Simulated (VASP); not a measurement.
Input:

```
CELL_PARAMETERS angstrom
      0.00000     2.98337     2.98337
      2.98337     0.00000     2.98337
      2.98337     2.98337     0.00000
ATOMIC_POSITIONS crystal
  Al 0.25000 0.25000 0.25000
  Al 0.75000 0.75000 0.75000
  Pt 0.00000 0.00000 0.00000
```

Method: revPBE GGA, VASP's PBE PAW potentials (set 64) (plane waves; VASP). Numerical set-up: 520 eV cut-off, Gaussian smearing of 0.050 eV, potentials Al Pt.

### Question
Give the energies of bands 1 to 11 at the high-symmetry points, in eV from the Fermi level.

### Answer

```json
[
 {"band": "1", "Γ": "-10.03", "X": "-6.12", "U": "-6.32", "L": "-7.74", "W": "-5.89"},
 {"band": "2", "Γ": "-4.92", "X": "-5.94", "U": "-5.81", "L": "-5.99", "W": "-5.89"},
 {"band": "3", "Γ": "-4.92", "X": "-5.74", "U": "-5.43", "L": "-4.60", "W": "-5.29"},
 {"band": "4", "Γ": "-4.92", "X": "-3.69", "U": "-4.21", "L": "-4.60", "W": "-4.94"},
 {"band": "5", "Γ": "-3.60", "X": "-3.69", "U": "-3.87", "L": "-3.63", "W": "-3.69"},
 {"band": "6", "Γ": "-3.60", "X": "-3.34", "U": "-3.55", "L": "-3.39", "W": "-3.19"},
 {"band": "7", "Γ": "2.83", "X": "-3.13", "U": "-2.99", "L": "-3.39", "W": "-2.73"},
 {"band": "8", "Γ": "3.78", "X": "-1.56", "U": "-1.98", "L": "1.00", "W": "-2.73"},
 {"band": "9", "Γ": "3.78", "X": "-1.56", "U": "-0.60", "L": "1.00", "W": "-0.88"},
 {"band": "10", "Γ": "3.78", "X": "2.97", "U": "3.20", "L": "3.75", "W": "5.08"},
 {"band": "11", "Γ": "5.25", "X": "3.34", "U": "5.32", "L": "5.03", "W": "5.08"}
]
```

It has no gap at this level: it comes out as a metal or semimetal.

The compound is PtAl2 in the fluorite structure. It was relaxed first.
